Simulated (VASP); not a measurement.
Calculation: r2SCAN+rVV10, VASP's PBE PAW potentials (set 64) (plane waves; VASP).

The input files of a VASP run:

INCAR:
```
SYSTEM = PtSe2
PREC = Accurate
ENCUT = 520
EDIFF = 1E-6
NELM = 100
ALGO = Normal
LREAL = .FALSE.
LASPH = .TRUE.
ISMEAR = 1
SIGMA = 0.1
METAGGA = R2SCAN
LUSE_VDW = .TRUE.
BPARAM = 11.95
CPARAM = 0.0093
LMIXTAU = .TRUE.
LMAXMIX = 6
LWAVE = .FALSE.
LCHARG = .FALSE.
IBRION = 2
ISIF = 3
NSW = 60
EDIFFG = -0.02
```

**POSCAR**
```
PtSe2
1
    1.8862792955    -3.2671318293     0.0000000000
    1.8862792955     3.2671318293     0.0000000000
   -0.0000000000     0.0000000000     4.8894208576
Pt Se
1 2
Direct
  0.0000000000   0.0000000000   0.0000000000
  0.3333330000   0.6666670000   0.2564063801
  0.6666670000   0.3333330000   0.7435936199
```

KPOINTS:
```
Automatic mesh
0
Gamma
9 9 6
0 0 0
```

POTCAR, in this order: Pt Se (PBE.64 set). Program: vasp_std.

Output of the run:

File OSZICAR:
```
...
DAV:   3    -0.810022911993E+02   -0.60559E-04   -0.42536E-03  2203   0.582E-01    0.136E-01
DAV:   4    -0.810021799209E+02    0.11128E-03   -0.10843E-03  2077   0.270E-01    0.585E-02
DAV:   5    -0.810022042656E+02   -0.24345E-04   -0.14364E-04  2231   0.978E-02    0.260E-02
DAV:   6    -0.810022080726E+02   -0.38070E-05   -0.76031E-05  2028   0.737E-02    0.938E-03
DAV:   7    -0.810022323907E+02   -0.24318E-04   -0.27119E-05  1993   0.460E-02    0.357E-03
DAV:   8    -0.810022361924E+02   -0.38017E-05   -0.20378E-06  1449   0.156E-02    0.124E-03
DAV:   9    -0.810022355855E+02    0.60691E-06   -0.47458E-07   972   0.723E-03
   5 F= -.81002236E+02 E0= -.81002310E+02  d E =-.823421E-02
       N       E                     dE             d eps       ncg     rms          rms(c)
DAV:   1    -0.810065750372E+02   -0.43388E-02   -0.22917E-01  1860   0.350E+00    0.382E-01
DAV:   2    -0.810047807042E+02    0.17943E-02   -0.17022E-02  2063   0.137E+00    0.193E-01
DAV:   3    -0.810044507788E+02    0.32993E-03   -0.11048E-03  2154   0.368E-01    0.804E-02
DAV:   4    -0.810043527954E+02    0.97983E-04   -0.79890E-04  2000   0.182E-01    0.284E-02
DAV:   5    -0.810043827644E+02   -0.29969E-04   -0.79124E-05  2105   0.738E-02    0.206E-02
DAV:   6    -0.810043747571E+02    0.80073E-05   -0.44509E-05  2056   0.561E-02    0.930E-03
DAV:   7    -0.810043974878E+02   -0.22731E-04   -0.12742E-05  1979   0.313E-02    0.200E-03
DAV:   8    -0.810043983795E+02   -0.89165E-06   -0.11121E-06  1441   0.104E-02
   6 F= -.81004398E+02 E0= -.81004490E+02  d E =-.216279E-02
       N       E                     dE             d eps       ncg     rms          rms(c)
DAV:   1    -0.810283580012E+02   -0.23961E-01   -0.20482E+00  1860   0.104E+01    0.116E+00
DAV:   2    -0.810125596821E+02    0.15798E-01   -0.15120E-01  2070   0.411E+00    0.575E-01
DAV:   3    -0.810096181135E+02    0.29416E-02   -0.95979E-03  2168   0.108E+00    0.250E-01
DAV:   4    -0.810086537606E+02    0.96435E-03   -0.74287E-03  2014   0.549E-01    0.841E-02
DAV:   5    -0.810089758036E+02   -0.32204E-03   -0.81665E-04  2098   0.241E-01    0.622E-02
DAV:   6    -0.810088882535E+02    0.87550E-04   -0.44809E-04  2035   0.181E-01    0.286E-02
DAV:   7    -0.810091380470E+02   -0.24979E-03   -0.11741E-04  1937   0.967E-02    0.670E-03
DAV:   8    -0.810091454590E+02   -0.74120E-05   -0.12621E-05  2203   0.324E-02    0.339E-03
DAV:   9    -0.810091446732E+02    0.78576E-06   -0.35035E-06  1878   0.216E-02
   7 F= -.81009145E+02 E0= -.81009355E+02  d E =-.690909E-02
       N       E                     dE             d eps       ncg     rms          rms(c)
DAV:   1    -0.810872517430E+02   -0.78106E-01   -0.80886E+00  1860   0.207E+01    0.239E+00
DAV:   2    -0.810236363757E+02    0.63615E-01   -0.59598E-01  2084   0.819E+00    0.110E+00
DAV:   3    -0.810130690989E+02    0.10567E-01   -0.35475E-02  2196   0.205E+00    0.511E-01
DAV:   4    -0.810088285868E+02    0.42405E-02   -0.29603E-02  2000   0.109E+00    0.163E-01
DAV:   5    -0.810103996864E+02   -0.15711E-02   -0.36687E-03  2084   0.520E-01    0.123E-01
DAV:   6    -0.810099893525E+02    0.41033E-03   -0.19131E-03  2000   0.383E-01    0.578E-02
DAV:   7    -0.810111242242E+02   -0.11349E-02   -0.47936E-04  1937   0.202E-01    0.148E-02
DAV:   8    -0.810111608051E+02   -0.36581E-04   -0.58221E-05  2231   0.671E-02    0.689E-03
DAV:   9    -0.810111575180E+02    0.32872E-05   -0.15166E-05  1909   0.458E-02    0.576E-03
DAV:  10    -0.810111677940E+02   -0.10276E-04   -0.53552E-06  1867   0.287E-02    0.154E-03
DAV:  11    -0.810111672104E+02    0.58355E-06   -0.71725E-07  1182   0.936E-03
   8 F= -.81011167E+02 E0= -.81011382E+02  d E =-.893162E-02
       N       E                     dE             d eps       ncg     rms          rms(c)
DAV:   1    -0.810188728847E+02   -0.77051E-02   -0.68876E-01  1860   0.597E+00    0.646E-01
DAV:   2    -0.810125876105E+02    0.62853E-02   -0.50358E-02  2056   0.237E+00    0.286E-01
DAV:   3    -0.810117675613E+02    0.82005E-03   -0.28456E-03  2203   0.574E-01    0.130E-01
DAV:   4    -0.810114260090E+02    0.34155E-03   -0.23742E-03  1993   0.310E-01    0.466E-02
DAV:   5    -0.810115716852E+02   -0.14568E-03   -0.31197E-04  2077   0.155E-01    0.352E-02
DAV:   6    -0.810115642603E+02    0.74248E-05   -0.13288E-04  1965   0.102E-01    0.167E-02
DAV:   7    -0.810116342409E+02   -0.69981E-04   -0.30780E-05  1923   0.528E-02    0.436E-03
DAV:   8    -0.810116361064E+02   -0.18656E-05   -0.50483E-06  2154   0.213E-02    0.177E-03
DAV:   9    -0.810116375415E+02   -0.14351E-05   -0.12447E-06  1364   0.126E-02    0.144E-03
DAV:  10    -0.810116373372E+02    0.20431E-06   -0.22443E-07   944   0.542E-03
   9 F= -.81011637E+02 E0= -.81011905E+02  d E =-.940175E-02
       N       E                     dE             d eps       ncg     rms          rms(c)
DAV:   1    -0.810258484083E+02   -0.14211E-01   -0.38019E-01  1860   0.531E+00    0.741E-01
DAV:   2    -0.810143937055E+02    0.11455E-01   -0.58206E-02  1979   0.278E+00    0.393E-01
DAV:   3    -0.810128001796E+02    0.15935E-02   -0.39340E-03  2140   0.718E-01    0.164E-01
DAV:   4    -0.810122214235E+02    0.57876E-03   -0.32760E-03  1902   0.353E-01    0.640E-02
DAV:   5    -0.810124229255E+02   -0.20150E-03   -0.57801E-04  1958   0.217E-01    0.466E-02
DAV:   6    -0.810124623358E+02   -0.39410E-04   -0.16062E-04  1965   0.110E-01    0.195E-02
DAV:   7    -0.810125030422E+02   -0.40706E-04   -0.47744E-05  1986   0.659E-02    0.564E-03
DAV:   8    -0.810125144690E+02   -0.11427E-04   -0.81443E-06  2007   0.319E-02    0.259E-03
DAV:   9    -0.810125149645E+02   -0.49548E-06   -0.12817E-06  1448   0.130E-02
  10 F= -.81012515E+02 E0= -.81012765E+02  d E =-.877627E-03
       N       E                     dE             d eps       ncg     rms          rms(c)
DAV:   1    -0.810125552775E+02   -0.40808E-04   -0.10878E-03  1860   0.283E-01    0.393E-02
DAV:   2    -0.810125221452E+02    0.33132E-04   -0.16319E-04  1972   0.147E-01    0.203E-02
DAV:   3    -0.810125181481E+02    0.39971E-05   -0.10717E-05  2126   0.374E-02    0.841E-03
DAV:   4    -0.810125165337E+02    0.16144E-05   -0.91107E-06  1902   0.187E-02    0.340E-03
DAV:   5    -0.810125177899E+02   -0.12562E-05   -0.13849E-06  1400   0.113E-02    0.251E-03
DAV:   6    -0.810125177595E+02    0.30397E-07   -0.41547E-07   930   0.587E-03
  11 F= -.81012518E+02 E0= -.81012769E+02  d E =-.880422E-03
       N       E                     dE             d eps       ncg     rms          rms(c)
DAV:   1    -0.810130784991E+02   -0.56071E-03   -0.19688E-02  1923   0.103E+00    0.954E-02
DAV:   2    -0.810127915532E+02    0.28695E-03   -0.89251E-04  1979   0.278E-01    0.484E-02
DAV:   3    -0.810127821129E+02    0.94403E-05   -0.13245E-04  2203   0.104E-01    0.245E-02
DAV:   4    -0.810127782896E+02    0.38232E-05   -0.46104E-05  2091   0.516E-02    0.981E-03
DAV:   5    -0.810127780587E+02    0.23090E-06   -0.71540E-06  2210   0.220E-02
  12 F= -.81012778E+02 E0= -.81013027E+02  d E =-.260299E-03
       N       E                     dE             d eps       ncg     rms          rms(c)
DAV:   1    -0.810134061728E+02   -0.62788E-03   -0.28100E-02  1923   0.123E+00    0.115E-01
DAV:   2    -0.810129962263E+02    0.40995E-03   -0.12870E-03  1972   0.334E-01    0.579E-02
DAV:   3    -0.810129818002E+02    0.14426E-04   -0.18895E-04  2203   0.125E-01    0.294E-02
DAV:   4    -0.810129756942E+02    0.61060E-05   -0.67005E-05  2126   0.623E-02    0.120E-02
DAV:   5    -0.810129762426E+02   -0.54847E-06   -0.10141E-05  2161   0.258E-02    0.552E-03
DAV:   6    -0.810129774657E+02   -0.12231E-05   -0.52268E-06  1993   0.196E-02    0.252E-03
DAV:   7    -0.810129788651E+02   -0.13994E-05   -0.16156E-06  1414   0.114E-02    0.818E-04
DAV:   8    -0.810129792946E+02   -0.42947E-06   -0.16131E-07   944   0.401E-03
  13 F= -.81012979E+02 E0= -.81013226E+02  d E =-.461535E-03
```

### OUTCAR
```
------------------------ aborting loop because EDIFF is reached ----------------------------------------
  FORCE on cell =-STRESS in cart. coord.  units (eV):
  Direction    XX          YY          ZZ          XY          YZ          ZX
  --------------------------------------------------------------------------------------
  Total       -0.0445628     -0.0445629      0.0303020      0.0000000      0.0000000      0.0000000
  in kB       -1.1217301     -1.1217302      0.7627571      0.0000000      0.0000000      0.0000000
  external PRESSURE =      -0.4935677 kB  Pullay stress =       0.0000000 kB
  volume of cell :       63.65
      direct lattice vectors                 reciprocal lattice vectors
     1.868760333 -3.236788089  0.000000000     0.267557049 -0.154474123 -0.000000000
     1.868760333  3.236788089 -0.000000000     0.267557049  0.154474123  0.000000000
    -0.000000000 -0.000000000  5.261351386     0.000000000  0.000000000  0.190065237
 POSITION                                       TOTAL-FORCE (eV/Angst)
 -----------------------------------------------------------------------------------
      0.00000      0.00000      0.00000         0.000000     -0.000000      0.000000
      1.86876      1.07893      1.29764        -0.000000     -0.000000      0.007974
      1.86876     -1.07893      3.96372         0.000000      0.000000     -0.007974
 -----------------------------------------------------------------------------------
    total drift:                                0.000000      0.000000      0.000000
  FREE ENERGIE OF THE ION-ELECTRON SYSTEM (eV)
  ---------------------------------------------------
  free  energy   TOTEN  =       -81.0129792946 eV

  energy  without entropy=      -81.0137206507  energy(sigma->0) =      -81.01322641

 reached required accuracy - stopping structural energy minimisation
```
(Selected blocks of OUTCAR.)

File CONTCAR:
```
PtSe2
   1.00000000000000
     1.8687603328002977   -3.2367880886296980    0.0000000000000001
     1.8687603328002977    3.2367880886296980   -0.0000000000000001
    -0.0000000000000000   -0.0000000000000001    5.2613513860331276
  Pt              Se
     1     2
Direct
     0.0000000000000000    0.0000000000000000    0.0000000000000000
     0.3333330000000032    0.6666669999999968    0.2466355333191387
     0.6666669999999968    0.3333330000000032    0.7533644666808612
```

Energy and stress use the plane-wave basis of the starting cell.

The compound is PtSe2 in the 1T layered structure. This run relaxes it. Symmetry was kept, so distortions that lower it aren't found. The start is the result of an earlier pass.
